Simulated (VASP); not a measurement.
# Ti2HgS4 (I-4) in VASP: single point with r2SCAN

Aim: the single point of Ti2HgS4 with r2SCAN.

Program: VASP 6.6.1. These are calculated values, not measurements. Logs are shortened: lines on timing, memory, paths and dates and some standing lists are left out, and cuts for length are marked.

## Step 1: Starting point

It takes space group I-4 (No. 82, tetragonal). Conventional cell: a = 5.578 Å, b = 5.578 Å, c = 10.428 Å, α = 90.00°, β = 90.00°, γ = 90.00°. Ti (site symmetry -4) is surrounded by 4 S at 2.31 Å. Ti (site symmetry -4) has 4 S at 2.37 Å as nearest neighbours. Hg (site symmetry -4) is surrounded by 4 S at 2.57 Å. Around S (site symmetry 1) lie 2 Ti at 2.31 to 2.37 Å and 1 Hg at 2.57 Å.

The cell was built by a generator and needn't be a form met in nature.

## Step 2: Single point, r2SCAN

The input, POSCAR:

```
Ti2HgS4
1.0
    0.0000000000      5.5778120500      0.0000000000
    5.5778120500      0.0000000000      0.0000000000
    2.7889055200      2.7889055200     -5.2139529900
Ti Hg S
2 1 4
Direct
    0.5000000000      0.5000000000      0.0000000000
    0.7500000000      0.2500000000      0.5000000000
    0.0000000000      0.0000000000      0.0000000000
    0.3970000000      0.4170000000      0.7260000000
    0.5830000000      0.1230000000      0.2740000000
    0.8770000000      0.8570000000      0.7260000000
    0.1430000000      0.6030000000      0.2740000000
```

The input, INCAR.step1:

```
SYSTEM = Ti2HgS4
  ALGO = Normal
  EDIFF = 1E-4
  ENCUT = 520
  GGA = PE
  ISMEAR = -1
  LASPH = .TRUE.
  LCHARG = .FALSE.
  LREAL = .FALSE.
  LWAVE = .TRUE.
  NBANDS = 39
  NELECT = 61.0
  NELM = 100
  PREC = Accurate
  SIGMA = 0.1
```

The input, INCAR.step2:

```
SYSTEM = Ti2HgS4
  ALGO = Normal
  EDIFF = 1E-6
  ENCUT = 520
  ISIF = 2
  ISMEAR = -1
  ISTART = 1
  LASPH = .TRUE.
  LCHARG = .TRUE.
  LELF = .TRUE.
  LMIXTAU = .TRUE.
  LREAL = .FALSE.
  LVHAR = .TRUE.
  LWAVE = .FALSE.
  METAGGA = R2SCAN
  NBANDS = 39
  NELECT = 61.0
  NELM = 100
  PREC = Accurate
  SIGMA = 0.1
```

The input, KPOINTS:

```
k-points
0
G
  4 4 4
  0 0 0
```

Potentials or basis: VASP PAW PBE potentials, release 64 (Ti_sv, Hg, S).

The run is started by

```console
$ cat potpaw_PBE.64/Ti_sv/POTCAR potpaw_PBE.64/Hg/POTCAR potpaw_PBE.64/S/POTCAR > POTCAR
$ cp INCAR.step1 INCAR
$ mpirun -np 1 vasp_std > vasp.out
$ cp INCAR.step2 INCAR
$ mpirun -np 1 vasp_std > vasp.out
```

OUTCAR:

```text
SYSTEM = Ti2HgS4
   EDIFF = 1E-6
   ENCUT = 520
   ISIF = 2
   ISMEAR = -1
   ISTART = 1
   LASPH = .TRUE.
   LREAL = .FALSE.
   METAGGA = R2SCAN
   NELECT = 61.0
   NELM = 100
   PREC = Accurate

 ion  position               nearest neighbor table
   1  0.500  0.500  0.000-   4 2.31   7 2.31   5 2.31   6 2.31
   2  0.750  0.250  0.500-   5 2.37   4 2.37   6 2.37   7 2.37
   3  0.000  0.000  0.000-   6 2.57   7 2.57   5 2.57   4 2.57
   4  0.397  0.417  0.726-   1 2.31   2 2.37   3 2.57
   5  0.583  0.123  0.274-   1 2.31   2 2.37   3 2.57
   6  0.877  0.857  0.726-   1 2.31   2 2.37   3 2.57
   7  0.143  0.603  0.274-   1 2.31   2 2.37   3 2.57

  LATTYP: Found a body centered tetragonal cell.
 ALAT       =     5.5778120500
 C/A-ratio  =     1.8695334096

  Lattice vectors:

 A1 = (  -2.7889055200,   2.7889065300,   5.2139529900)
 A2 = (   2.7889065300,  -2.7889055200,   5.2139529900)
 A3 = (   2.7889055200,   2.7889055200,  -5.2139529900)

Analysis of symmetry for initial positions (statically):
=====================================================================
 Subroutine PRICEL returns:
 Original cell was already a primitive cell.

 Routine SETGRP: Setting up the symmetry group for a
 body centered tetragonal supercell.

 Subroutine GETGRP returns: Found  4 space group operations
 (whereof  4 operations were pure point group operations)
 out of a pool of 16 trial point group operations.

The static configuration has the point symmetry S_4 .

Analysis of symmetry for dynamics (positions and initial velocities):
=====================================================================
 Subroutine PRICEL returns:
 Original cell was already a primitive cell.

 Routine SETGRP: Setting up the symmetry group for a
 body centered tetragonal supercell.

 Subroutine GETGRP returns: Found  4 space group operations
 (whereof  4 operations were pure point group operations)
 out of a pool of 16 trial point group operations.

The dynamic configuration has the point symmetry S_4 .

 Subroutine INISYM returns: Found  4 space group operations
 (whereof  4 operations are pure point group operations),
 and found     1 'primitive' translations

----------------------------------------------------------------------------------------

                                     Primitive cell

  volume of cell :     162.2164

  direct lattice vectors                    reciprocal lattice vectors
     0.000000000  5.577812050  0.000000000     0.000000000  0.179281767  0.095896513
     5.577812050  0.000000000  0.000000000     0.179281767  0.000000000  0.095896513
     2.788905520  2.788905520 -5.213952990     0.000000000  0.000000000 -0.191793060

  length of vectors
     5.577812050  5.577812050  6.537682600     0.203317715  0.203317715  0.191793060

  position of ions in fractional coordinates (direct lattice)
     0.500000000  0.500000000  0.000000000
     0.750000000  0.250000000  0.500000000
     0.000000000  0.000000000  0.000000000
     0.397000000  0.417000000  0.726000000
     0.583000000  0.123000000  0.274000000
     0.877000000  0.857000000  0.726000000
     0.143000000  0.603000000  0.274000000

  ion indices of the primitive-cell ions
   primitive index   ion index
                 1           1
                 2           2
                 3           3
                 4           4
                 5           5
                 6           6
                 7           7

----------------------------------------------------------------------------------------

 KPOINTS: k-points

Automatic generation of k-mesh.
 Grid dimensions read from file:
 generate k-points for:    4    4    4

 Generating k-lattice:

  Cartesian coordinates                     Fractional coordinates (reciprocal lattice)
     0.000000000  0.044820442  0.023974128     0.250000000  0.000000000  0.000000000
     0.044820442  0.000000000  0.023974128     0.000000000  0.250000000  0.000000000
     0.000000000  0.000000000 -0.047948265     0.000000000  0.000000000  0.250000000

  Length of vectors
     0.050829429  0.050829429  0.047948265

  Shift w.r.t. Gamma in fractional coordinates (k-lattice)
     0.000000000  0.000000000  0.000000000

 Subroutine IBZKPT returns following result:
 ===========================================

 Found     14 irreducible k-points:

 Following reciprocal coordinates:
            Coordinates               Weight
  0.000000  0.000000  0.000000      1.000000
  0.250000  0.000000  0.000000      8.000000
  0.500000  0.000000  0.000000      4.000000
  0.250000  0.250000  0.000000      8.000000
  0.500000  0.250000  0.000000      8.000000
 -0.250000  0.500000  0.000000      8.000000
 -0.250000  0.250000  0.000000      4.000000
  0.500000  0.500000  0.000000      2.000000
  0.000000  0.000000  0.250000      2.000000
  0.500000  0.000000  0.250000      4.000000
 -0.250000  0.000000  0.250000      8.000000
  0.500000  0.500000  0.250000      2.000000
 -0.250000 -0.250000  0.250000      4.000000
  0.000000  0.000000  0.500000      1.000000
   k-points           NKPTS =     14   k-points in BZ     NKDIM =     14   number of bands    NBANDS=     39
   number of dos      NEDOS =    301   number of ions     NIONS =      7
   total plane-waves  NPLWV =  88200
   dimension x,y,z NGX =    42 NGY =   42 NGZ =   50
   dimension x,y,z NGXF=    84 NGYF=   84 NGZF=  100
   ions per type =               2   1   4
   NGX,Y,Z   is equivalent  to a cutoff of  12.52, 12.52, 12.71 a.u.
   NGXF,Y,Z  is equivalent  to a cutoff of  25.04, 25.04, 25.43 a.u.
 SYSTEM =  Ti2HgS4
   PREC   = accura    normal or accurate (medium, high low for compatibility)
   ISTART =      1    job   : 0-new  1-cont  2-samecut
   ICHARG =      0    charge: 1-file 2-atom 10-const
   ISPIN  =      1    spin polarized calculation?
   LNONCOLLINEAR =      F non collinear calculations
   LSORBIT =      F    spin-orbit coupling
   LASPH  =      T    aspherical Exc in radial PAW
   ENCUT  =  520.0 eV  38.22 Ry    6.18 a.u.  10.37 10.37 12.16*2*pi/ulx,y,z
   NELM   =    100;   NELMIN=  2; NELMDL=  0     # of ELM steps
   EDIFF  = 0.1E-05   stopping-criterion for ELM
   LREAL  =      F    real-space projection
   EDIFFG = 0.1E-04   stopping-criterion for IOM
   NSW    =      0    number of steps for IOM
   IBRION =     -1    ionic relax: 0-MD 1-quasi-New 2-CG
   NFREE  =      0    steps in history (QN), initial steepest desc. (CG)
   ISIF   =      2    stress and relaxation
   ISYM   =      2    0-nonsym 1-usesym 2-fastsym
   POTIM  = 0.5000    time-step for ionic-motion
   TEBEG  =    0.0;   TEEND  =   0.0 temperature during run
   PSTRESS=    0.0 pullay stress
   NELECT =      61.0000    total number of electrons
   NUPDOWN=      -1.0000    fix difference up-down
   EMIN   =  10.00;   EMAX   =-10.00  energy-range for DOS
   EFERMI =   0.00;   METHOD = LEGACY
   ISMEAR =    -1;   SIGMA  =   0.10  broadening in eV -4-tet -1-fermi 0-gaus
   EFERMI_NEDOS =   21; number of points for ismear=-14 and -15
   IALGO  =     38    algorithm
   IMIX   =      4    mixing-type and parameters
     AMIX     =   0.40;   BMIX     =  1.00
     AMIX_MAG =   1.60;   BMIX_MAG =  1.00
  volume/ion in A,a.u.               =      23.17       156.38
  Fermi-wavevector in a.u.,A,eV,Ry     =   1.181644  2.232983 18.997563  1.396281
  Thomas-Fermi vector in A             =   2.317913
   LORBIT       =      0    0 simple, 1 ext, 2 COOP (PROOUT), +10 PAW based schemes
   METAGGA = R2SCAN    functional components
   LHFCALC =     F    Hartree Fock is set to
   AEXX    =    0.0000 exact exchange contribution
   IVDW    =     0    specifies the selected vdW correction
   LEPSILON=     F    determine dielectric tensor
   LRPA    =     F    only Hartree local field effects (RPA)
 non-spin polarized calculation
  energy-cutoff  :      520.00
  volume of cell :      162.22
 maximum number of plane-waves:      4432
 NGX is ok and might be reduce to    42
   NGX = 21   NGY = 21   NGZ = 25

 number of electron      60.9999993 magnetization

 Free energy of the ion-electron system (eV)
  ---------------------------------------------------
  ext. energy  EPLUGINS =         0.00000000
  ---------------------------------------------------
  free energy    TOTEN  =      -108.96056890 eV

  energy without entropy =     -108.71506755  energy(sigma->0) =     -108.83781822

 E-fermi :   4.9546     XC(G=0): -10.0065

 val. band max:        4.9544357363   @ k =  -0.2500  -0.2500   0.2500
 cond. band min:       4.9786158407   @ k =   0.5000   0.2500   0.0000
 fundamental gap:      0.0241801043
 Fermi energy:         4.9545984645

 k-point     1 :       0.0000    0.0000    0.0000
  band No.  band energies     occupation
      1     -55.3315      2.00000
      2     -55.1793      2.00000
      3     -30.6593      2.00000
      4     -30.5531      2.00000
      5     -30.5530      2.00000
      6     -30.4586      2.00000
[... 31 lines left out ...]
     38       7.3822      0.00000
     39       7.3822      0.00000

 k-point     2 :       0.2500    0.0000    0.0000
  band No.  band energies     occupation
      1     -55.3315      2.00000
      2     -55.1794      2.00000
      3     -30.6591      2.00000
      4     -30.5534      2.00000
      5     -30.5532      2.00000
      6     -30.4585      2.00000
[... 31 lines left out ...]
     38       7.0956      0.00000
     39       7.2055      0.00000

 k-point     3 :       0.5000    0.0000    0.0000
  band No.  band energies     occupation
      1     -55.3315      2.00000
      2     -55.1794      2.00000
      3     -30.6589      2.00000
      4     -30.5538      2.00000
      5     -30.5533      2.00000
      6     -30.4584      2.00000
[... 31 lines left out ...]
     38       6.7827      0.00000
     39       7.0269      0.00000

 k-point     4 :       0.2500    0.2500    0.0000
  band No.  band energies     occupation
      1     -55.3315      2.00000
      2     -55.1794      2.00000
      3     -30.6589      2.00000
      4     -30.5541      2.00000
      5     -30.5529      2.00000
      6     -30.4584      2.00000
[... 31 lines left out ...]
     38       6.7700      0.00000
     39       7.1733      0.00000
[... 334 lines left out ...]
     38       6.6149      0.00000
     39       7.1673      0.00000

 k-point    13 :      -0.2500   -0.2500    0.2500
  band No.  band energies     occupation
      1     -55.3315      2.00000
      2     -55.1794      2.00000
      3     -30.6586      2.00000
      4     -30.5543      2.00000
      5     -30.5531      2.00000
      6     -30.4588      2.00000
[... 31 lines left out ...]
     38       6.7247      0.00000
     39       7.0085      0.00000

 k-point    14 :       0.0000    0.0000    0.5000
  band No.  band energies     occupation
      1     -55.3315      2.00000
      2     -55.1794      2.00000
      3     -30.6582      2.00000
      4     -30.5538      2.00000
      5     -30.5538      2.00000
      6     -30.4600      2.00000
[... 31 lines left out ...]
     38       6.7172      0.00000
     39       6.8252      0.00000

------------------------ aborting loop because EDIFF is reached ----------------------------------------

  FORCE on cell =-STRESS in cart. coord.  units (eV):
  Direction    XX          YY          ZZ          XY          YZ          ZX
  --------------------------------------------------------------------------------------
  -------------------------------------------------------------------------------------
  Total       10.0850476     10.0850476      9.4970349     -0.0000021      0.0000009      0.0000009
  in kB       99.6078744     99.6078744     93.8001971     -0.0000208      0.0000091      0.0000091
  external PRESSURE =      97.6719820 kB  Pullay stress =       0.0000000 kB

 VOLUME and BASIS-vectors are now :
 -----------------------------------------------------------------------------
  energy-cutoff  :      520.00
  volume of cell :      162.22
      direct lattice vectors                 reciprocal lattice vectors
     0.000000000  5.577812050  0.000000000     0.000000000  0.179281767  0.095896513
     5.577812050  0.000000000  0.000000000     0.179281767  0.000000000  0.095896513
     2.788905520  2.788905520 -5.213952990     0.000000000  0.000000000 -0.191793060

 POSITION                                       TOTAL-FORCE (eV/Angst)
 -----------------------------------------------------------------------------------
      2.78891      2.78891      0.00000         0.000000      0.000000      0.000000
      2.78891      5.57781     -2.60698        -0.000000      0.000000      0.000000
      0.00000      0.00000      0.00000         0.000000      0.000000      0.000000
      4.35069      4.23914     -3.78533        -0.146965      0.504086      0.259284
      1.45023      4.01602     -1.42862         0.504086      0.146965     -0.259284
      6.80493      6.91649     -3.78533         0.146965     -0.504086      0.259284
      4.12758      1.56179     -1.42862        -0.504086     -0.146965     -0.259284
 -----------------------------------------------------------------------------------
    total drift:                               -0.000023      0.000032      0.000005

  FREE ENERGIE OF THE ION-ELECTRON SYSTEM (eV)
  ---------------------------------------------------
  free  energy   TOTEN  =      -108.9605688977 eV

  energy  without entropy=     -108.7150675489  energy(sigma->0) =     -108.83781822
```

Run time: 5.7 min. Hardware: 1 thread of Intel Xeon Platinum 8488C (Sapphire Rapids), shared host; peak memory 0.36 GiB.

Results:

| Item | Value |
| --- | --- |
| Free energy | -108.9606 eV |
| Largest force | 0.586 eV/Å |
| Band gap on the k mesh | none (metal or under the smearing width) |

Forces in eV/Å, atoms in the order of the input:
```
Ti   0.000  0.000  0.000
Ti   0.000  0.000  0.000
Hg   0.000  0.000  0.000
S   -0.147  0.504  0.259
S    0.504  0.147 -0.259
S    0.147 -0.504  0.259
S   -0.504 -0.147 -0.259
```

Levels at points of the mesh, in eV from the Fermi level:
| k point | band 28 | band 29 | band 30 | band 31 | band 32 | band 33 | band 34 | band 35 |
| --- | --- | --- | --- | --- | --- | --- | --- | --- |
| (0.00, 0.00, 0.00) | -3.70 | -3.47 | -0.77 | -0.75 | 0.31 | 0.31 | 0.36 | 0.90 |
| (0.50, 0.00, 0.00) | -3.42 | -3.07 | -0.08 | 0.13 | 0.23 | 0.37 | 0.71 | 1.07 |
| (0.50, 0.50, 0.00) | -3.22 | -3.13 | -0.01 | 0.07 | 0.23 | 0.61 | 0.63 | 0.83 |
| (0.00, 0.00, 0.50) | -3.38 | -3.38 | -0.93 | -0.20 | 0.30 | 0.35 | 0.35 | 0.68 |

Caveat: the cell carries a net charge on a neutralising background, which shifts energy and pressure; the cell is charged against a uniform background, so pressure and absolute levels hang on convention; the PAW data sets were made with another functional, which shifts forces and pressure a little. The run has no spin-orbit coupling, so splittings on Hg are missing.
